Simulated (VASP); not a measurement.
Given:

```
CELL_PARAMETERS angstrom
      3.15000     0.00000     0.00000
      0.00000     3.15000     0.00000
      0.00000     0.00000     3.15000
ATOMIC_POSITIONS crystal
  Zn 0.50000 0.50000 0.50000
  Au 0.00000 0.00000 0.00000
```

Method: PBE GGA, VASP's PBE PAW potentials (set 64) (plane waves; VASP). Settings: 300 eV cut-off, 10×10×10 Γ-centred mesh, first-order Methfessel-Paxton smearing of 0.20 eV, potentials Zn Au.

### Question
Give the energies of bands 6 to 14 at the high-symmetry points, in eV from the Fermi level.

### Answer

```json
[
 {"band": "6", "Γ": "-7.41", "X": "-7.25", "M": "-6.40", "R": "-6.42"},
 {"band": "7", "Γ": "-5.42", "X": "-5.79", "M": "-5.05", "R": "-6.42"},
 {"band": "8", "Γ": "-5.42", "X": "-5.44", "M": "-4.09", "R": "-6.42"},
 {"band": "9", "Γ": "-3.75", "X": "-4.92", "M": "-4.09", "R": "-3.12"},
 {"band": "10", "Γ": "-3.75", "X": "-4.92", "M": "-3.17", "R": "-3.12"},
 {"band": "11", "Γ": "-3.75", "X": "-3.90", "M": "-1.97", "R": "1.39"},
 {"band": "12", "Γ": "4.98", "X": "-2.39", "M": "-1.97", "R": "3.56"},
 {"band": "13", "Γ": "4.98", "X": "10.42", "M": "0.82", "R": "3.75"},
 {"band": "14", "Γ": "4.98", "X": "11.13", "M": "2.47", "R": "3.75"}
]
```

It has no gap at this level: it comes out as a metal or semimetal.

The structure is a typed AuZn crystal. The cell was not relaxed at this level. The electron count is odd and the run is not spin-polarised, which forces a metal.
